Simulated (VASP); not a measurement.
Calculation: TPSS meta-GGA, VASP's PBE PAW potentials (set 64) (plane waves; VASP).

Input for VASP

KPOINTS:
```
Automatic mesh
0
Gamma
6 6 6
0 0 0
```

**POSCAR**
```
PbF2
1.0
  0.0000000000   2.9723861740   2.9723861740
  2.9723861740   0.0000000000   2.9723861740
  2.9723861740   2.9723861740   0.0000000000
Pb F
1 2
Cart
  0.0000000000   0.0000000000   0.0000000000
  1.4861930870   1.4861930870   1.4861930870
  4.4585792610   4.4585792610   4.4585792610
```

**INCAR**
```
# general
SYSTEM  = PbF2
PREC    = Accurate
ENCUT   = 520   # plane-wave cut-off (eV)
LREAL   = F
LASPH   = T

# electronic loop
EDIFF   = 1E-6
NELM    = 100
ALGO    = Normal
LMAXMIX = 4
LMIXTAU = T

# smearing
ISMEAR  = 0
SIGMA   = 0.05   # width (eV)

# functional
METAGGA = TPSS

# ions
IBRION  = 2   # conjugate gradients
NSW     = 60   # most ionic steps
ISIF    = 3   # ions, shape and volume
EDIFFG  = -0.02   # ionic stop

# output
LWAVE   = F
LCHARG  = F
```

POTCAR, in this order: Pb_d F (PBE.64 set). Program: vasp_std.

What will the output report for the number of irreducible k-points (NKPTS), largest plane-wave count, number of space-group operations, FFT grid (NGX, NGY, NGZ)?

- number of irreducible k-points (NKPTS) = 16
- largest plane-wave count = 1428
- number of space-group operations = 48
- FFT grid (NGX, NGY, NGZ) = 32 × 32 × 32

The compound is PbF2 in the fluorite structure, the β form. This run relaxes it. Symmetry was kept, so distortions that lower it aren't found. The start is the result of an earlier pass.
